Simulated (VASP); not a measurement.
# SiF (Pm-3m) in VASP: notebook, part 2 of 2

VASP 6.6.1.

## 4. Relaxation of cell and atoms, optB88-vdW

INCAR reads:

```
SYSTEM = SiF
AGGAC    = 0.0          
ALGO     = Normal         ! electronic algorithm
EDIFF    = 1E-6           ! SCF threshold, eV
EDIFFG   = -0.01          ! ionic threshold
ENCUT    = 600            ! plane-wave cutoff, eV
GGA      = BO             ! functional
IBRION   = 2              ! ionic algorithm
ISIF     = 3              ! what is computed and relaxed
ISMEAR   = -1             ! smearing method
LASPH    = .True.         ! aspherical terms in the spheres
LCHARG   = .False.        ! write CHGCAR
LREAL    = .False.        ! projectors in reciprocal space
LUSE_VDW = .True.       
LWAVE    = .False.        ! write WAVECAR
NELM     = 80             ! most SCF steps
NSW      = 40             ! ionic steps
PARAM1   = 0.1833333333 
PARAM2   = 0.22         
PREC     = Accurate       ! precision mode
SIGMA    = 0.05           ! smearing width, eV
```

KPOINTS reads:

```
k-points
0
Gamma
  9 9 9
  0 0 0
```

POSCAR reads:

```
SiF
1.0
    3.0286000000      0.0000000000      0.0000000000
    0.0000000000      3.0286000000      0.0000000000
    0.0000000000      0.0000000000      3.0286000000
Si F
1 1
Direct
    0.5000000000      0.5000000000      0.5000000000
    0.0000000000      0.0000000000      0.0000000000
```

Potentials or basis: VASP PAW PBE potentials, release 64 (Si, F).

Command:

```sh
$ cat potpaw_PBE.64/Si/POTCAR potpaw_PBE.64/F/POTCAR > POTCAR
$ mpirun -np 1 vasp_std > vasp.out
```

OUTCAR:

```text
SYSTEM = SiF
   EDIFF = 1E-6
   EDIFFG = -0.01
   ENCUT = 600
   GGA = BO
   IBRION = 2
   ISIF = 3
   ISMEAR = -1
   LASPH = .True.
   LREAL = .False.
   NELM = 80
   NSW = 40
   PREC = Accurate

 ion  position               nearest neighbor table
   1  0.500  0.500  0.500-
   2  0.000  0.000  0.000-

  LATTYP: Found a simple cubic cell.
 ALAT       =     3.0286000000

  Lattice vectors:

 A1 = (   3.0286000000,   0.0000000000,   0.0000000000)
 A2 = (   0.0000000000,   3.0286000000,   0.0000000000)
 A3 = (   0.0000000000,   0.0000000000,   3.0286000000)

Analysis of symmetry for initial positions (statically):
=====================================================================
 Subroutine PRICEL returns:
 Original cell was already a primitive cell.

[... 255 lines left out ...]
  free energy    TOTEN  =        -4.81674804 eV

  energy without entropy =       -4.79844420  energy(sigma->0) =       -4.80759612

 E-fermi :   5.4889     XC(G=0): -10.2025

 val. band max:        5.4679329707   @ k =   0.3333   0.2222   0.0000
 cond. band min:       5.5168379849   @ k =   0.4444   0.3333   0.0000
 fundamental gap:      0.0489050142
 Fermi energy:         5.4889310847

 k-point     1 :       0.0000    0.0000    0.0000
  band No.  band energies     occupation
      1     -18.4501      2.00000
      2      -3.4334      2.00000
      3       0.2959      2.00000
      4       0.2959      2.00000
      5       0.2959      2.00000
      6      10.4431      0.00000
      7      10.4431      0.00000
      8      10.4431      0.00000
      9      11.5207      0.00000
[... 265 lines left out ...]
 k-point    24 :       0.4444    0.3333    0.1111
  band No.  band energies     occupation
      1     -18.0967      2.00000
      2      -2.6273      2.00000
      3      -1.1018      2.00000
      4       0.5520      2.00000
      5       1.2337      2.00000
      6       5.5467      0.47913
      7       6.5624      0.00000
      8      10.2657      0.00000
      9      13.5159      0.00000

 [... further k-points ...]
[... 5 lines left out ...]
  --------------------------------------------------------------------------------------
  -------------------------------------------------------------------------------------
  Total        0.0068033      0.0068033      0.0068033      0.0000000      0.0000000      0.0000000
  in kB        0.3855828      0.3855828      0.3855828      0.0000000      0.0000000      0.0000000
  external PRESSURE =       0.3855828 kB  Pullay stress =       0.0000000 kB
[... 21 lines left out ...]
  energy  without entropy=       -4.7984441969  energy(sigma->0) =       -4.80759612

Total vdW correction in eV:      2.0668746

 reached required accuracy - stopping structural energy minimisation
```

Wall time 23 s (1 thread of Intel Xeon 6975P-C (Granite Rapids), shared host); peak memory 0.26 GiB.

Results:

```
Free energy                            : -4.8167 eV
Relaxed volume                         : 14.13 Å³/atom
Relaxed cell                           : a = 3.046 Å, b = 3.046 Å, c = 3.046 Å, α = 90.00°, β = 90.00°, γ = 90.00°
Space group after relaxing (to 0.05 Å) : Pm-3m (No. 221)
Energy gained by relaxing              : 1.0 meV/atom
Ionic steps                            : 3
Pressure after relaxing                : 0.0 GPa
Band gap on the k mesh                 : none (metal or under the smearing width)
```

Step by step:
| step | energy change (eV) | largest force (eV/Å) | pressure (GPa) | volume (Å³) |
| --- | --- | --- | --- | --- |
| 1 | 0.0000 | 0.0000 | 1.24 | 27.78 |
| 2 | -0.0020 | 0.0000 | 0.16 | 28.21 |
| 3 | -0.0020 | 0.0000 | 0.04 | 28.27 |

Final structure:
```cif
data_structure
_symmetry_space_group_name_H-M 'P 1'
_symmetry_Int_Tables_number 1
_cell_length_a 3.0463
_cell_length_b 3.0463
_cell_length_c 3.0463
_cell_angle_alpha 90.000
_cell_angle_beta 90.000
_cell_angle_gamma 90.000
_cell_volume 28.27
loop_
_atom_site_label
_atom_site_type_symbol
_atom_site_fract_x
_atom_site_fract_y
_atom_site_fract_z
_atom_site_occupancy
Si1 Si 0.50000 0.50000 0.50000 1
F1 F 0.00000 0.00000 0.00000 1
```

Caveat: the PAW data sets were made with another functional, which shifts forces and pressure a little; an odd number of electrons without spin polarisation forces a metal; a magnetic or distorted state may lie lower.

## 5. The reference run

An earlier run on the cell as given: functional PBE; potentials or basis VASP PAW PBE potentials, release 64 (Si, F); cutoff 520 eV; k mesh 9 × 9 × 9; occupations fermi-dirac, width 0.05 eV; no spin polarisation.

* Pressure: 0.0 GPa
* Band gap on the k mesh: none (metal or under the smearing width)

## 6. Overview

| task | level | cell | cutoff (eV) | gap on the mesh (eV) | pressure (GPa) | relaxed volume (Å³/atom) |
| --- | --- | --- | --- | --- | --- | --- |
| relaxation of cell and atoms | AM05 | relaxed | 600 | none | -0.1 | 13.21 |
| relaxation of cell and atoms | PW91 | relaxed | 600 | none | 0.0 | 13.91 |
| relaxation of cell and atoms | optB88-vdW | relaxed | 600 | none | 0.0 | 14.13 |
| single point | PBE | as given | 520 | none | 0.0 | - |

Alike in all rows: potentials or basis VASP PAW PBE potentials, release 64 (Si, F); no spin polarisation; k mesh 9 × 9 × 9; smearing fermi-dirac 0.05 eV.

Caveats: an odd number of electrons without spin polarisation forces a metal; a magnetic or distorted state may lie lower; the PAW data sets were made with another functional, which shifts forces and pressure a little (some runs).

Absolute energies hang on the potentials; compare differences alone.
